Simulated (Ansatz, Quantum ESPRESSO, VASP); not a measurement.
**One structure in several programs: Rb₂Te (Fm-3m, 3 atoms in the cell)**

Self-consistent single point.

```yaml
crystal:
  lattice:
    - [0.00000, 4.28111, 4.28111]
    - [4.28111, 0.00000, 4.28111]
    - [4.28111, 4.28111, 0.00000]
  atoms:
    - { symbol: Rb, position: [0.25000, 0.25000, 0.25000] }
    - { symbol: Rb, position: [0.75000, 0.75000, 0.75000] }
    - { symbol: Te, position: [0.00000, 0.00000, 0.00000] }
```

Shared settings, as Ansatz (a quantum-chemistry and plane-wave program) writes them: kpoints.mp_grid.grid = 6 6 6; scf.occupations.method = fermi_dirac; scf.occupations.width = 0.02 eV. Potentials and cutoffs stand in the table.

```csv
code,model,pressure (GPa),gap on the mesh (eV),cutoff
Quantum ESPRESSO,"PBEsol, GBRV 1.5 ultrasoft (PBESOL) pseudopotentials",-0.53,1.828,40 Ry
VASP,"PBEsol, VASP's PBE PAW potentials (set 64)",–,1.831,300 eV
Ansatz,"PBEsol, PAW files made with PBE",-0.53,1.829,420 eV
```

A dash marks a value that a program does not give, or that is left out as unsure.

Gaps are read on the mesh.

On Ansatz's run: spin-orbit coupling is off.

The spread over the programs that give each value: pressure within 0.00 GPa; gap on the mesh within 0.003 eV.

Ansatz's pressure is given at a fixed set of plane waves, as the other plane-wave codes print theirs.

VASP's run is marked for a possible Pulay error in its stress at this cutoff; no cutoff test was made.

The starting cell comes from a database of computed structures (which also holds hypothetical and non-ambient phases and stackings), without a prior relaxation at this level.

Left out of this page: ABINIT, GPAW, Elk, FLEUR and SIESTA (not drawn, or without a comparable value).

Keys are those of Ansatz 0.2.
